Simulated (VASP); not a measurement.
Consider the following.

```yaml
crystal:
  lattice:
    - [0.00000, 1.87738, 1.87738]
    - [1.87738, 0.00000, 1.87738]
    - [1.87738, 1.87738, 0.00000]
  atoms:
    - { symbol: Rh, position: [0.00000, 0.00000, 0.00000] }
```

Level of theory: PBE GGA with D3 dispersion (Becke-Johnson damping), VASP's PBE PAW potentials (set 64) (plane waves; VASP). Numerical set-up: 520 eV cut-off, 16×16×16 Γ-centred mesh, first-order Methfessel-Paxton smearing of 0.10 eV, potentials Rh_pv.

Q: Give the stress tensor in GPa (positive for a compressed cell).

A: 
```
9.42  0.00  0.00
0.00  9.42  0.00
0.00  0.00  9.42
```
The pressure is its mean diagonal, 9.42 GPa.

The compound is Rh in the fcc structure. This cell is one point of a volume scan, at 0.97 of the reference volume.
